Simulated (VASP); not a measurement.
```
CELL_PARAMETERS angstrom
      4.28039     0.00000     0.00000
      0.00000     4.28039     0.00000
      0.00000     0.00000     4.28039
ATOMIC_POSITIONS crystal
  Mn 0.85914 0.64086 0.35914
  Mn 0.35914 0.85914 0.64086
  Mn 0.14086 0.14086 0.14086
  Mn 0.64086 0.35914 0.85914
  Si 0.15326 0.34674 0.65326
  Si 0.65326 0.15326 0.34674
  Si 0.84674 0.84674 0.84674
  Si 0.34674 0.65326 0.15326
```
Starting moments (μB, in the order of the record's atoms Mn Mn Mn Mn Si Si Si Si): 1.1 1.1 1.1 1.1 0.0 0.0 0.0 0.0.

Level of theory: PBE GGA, VASP's PBE PAW potentials (set 64) (plane waves; VASP 6.6.1). Numerical set-up: 500 eV cut-off, 7×7×7 Γ-centred mesh, first-order Methfessel-Paxton smearing of 0.10 eV, potentials Mn_pv Si.

The moments were started parallel, and other spin orders were not tried in this run.

Task: The ions, cell shape and volume at an external pressure of 45.0 GPa are relaxed. Give the cell that the relaxation ends in.

Result: 
```
CELL_PARAMETERS angstrom
      4.28383     0.00000     0.00000
      0.00000     4.28383     0.00000
      0.00000     0.00000     4.28383
ATOMIC_POSITIONS crystal
  Mn 0.85946 0.64054 0.35946
  Mn 0.35946 0.85946 0.64054
  Mn 0.14054 0.14054 0.14054
  Mn 0.64054 0.35946 0.85946
  Si 0.15325 0.34675 0.65325
  Si 0.65325 0.15325 0.34675
  Si 0.84675 0.84675 0.84675
  Si 0.34675 0.65325 0.15325
```
Space group P2_13 (198), at a tolerance of 0.03 Å. The cell ends with 2.06 μB, on the sites 0.54 0.54 0.54 0.54 -0.02 -0.02 -0.02 -0.02 μB.

Task: How do energy and volume change from the first to the last step?

Result: The energy (σ→0) changes by -6.7 meV/atom and the volume by +0.2 %, in 4 ionic steps.

```json
[
 {"step": "1", "E(σ→0) (eV)": "-59.6868", "max force (eV/Å)": "0.047", "pressure (GPa)": "45.94", "volume (Å³)": "78.42"},
 {"step": "2", "E(σ→0) (eV)": "-59.8682", "max force (eV/Å)": "0.016", "pressure (GPa)": "42.73", "volume (Å³)": "79.08"},
 {"step": "3", "E(σ→0) (eV)": "-59.7433", "max force (eV/Å)": "0.037", "pressure (GPa)": "44.92", "volume (Å³)": "78.62"},
 {"step": "4", "E(σ→0) (eV)": "-59.7406", "max force (eV/Å)": "0.006", "pressure (GPa)": "45.04", "volume (Å³)": "78.61"}
]
```

The compound is MnSi in the B20 structure. This run relaxes it under an external pressure of 45 GPa. Symmetry was kept, so distortions that lower it aren't found.
